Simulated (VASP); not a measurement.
The system is Si5O2H12, in a box.

```
Si O H
1.0
    15.00000    0.00000    0.00000
     0.00000   15.00000    0.00000
     0.00000    0.00000   15.00000
Si O H
5 2 12
Direct
  0.49252 0.52552 0.49945
  0.40126 0.59045 0.61039
  0.53551 0.62503 0.38499
  0.68199 0.44421 0.53904
  0.37743 0.35331 0.46529
  0.58113 0.48667 0.55234
  0.43950 0.44295 0.44913
  0.37920 0.52434 0.68181
  0.44884 0.66762 0.65197
  0.31617 0.62386 0.57045
  0.59062 0.57858 0.31598
  0.45429 0.66260 0.34094
  0.58860 0.70062 0.42266
  0.67560 0.34783 0.51479
  0.73062 0.49308 0.46699
  0.73083 0.45396 0.62505
  0.33206 0.33170 0.37954
  0.30925 0.37098 0.53590
  0.43457 0.27670 0.49329
```

Base run:

| Item | Value |
| --- | --- |
| Program | VASP 6.6.1 |
| Functional | PBE |
| Potentials or basis | VASP PAW PBE potentials, release 64 (Si, O, H) |
| Cutoff | 400 eV |
| k mesh | 1 × 1 × 1 |
| Occupations | gaussian, width 0.02 eV |
| Spin | no spin polarisation |

Its results: gap between the frontier levels 4.54 eV; largest force 0.057 eV/Å.

The run is repeated on the same cell with these changes: functional from PBE to LDA; potentials or basis from VASP PAW PBE potentials, release 64 (Si, O, H) to VASP PAW LDA potentials, release 64 (Si, O, H). What comes out?

Gap between the frontier levels 4.41 eV; largest force 0.457 eV/Å.

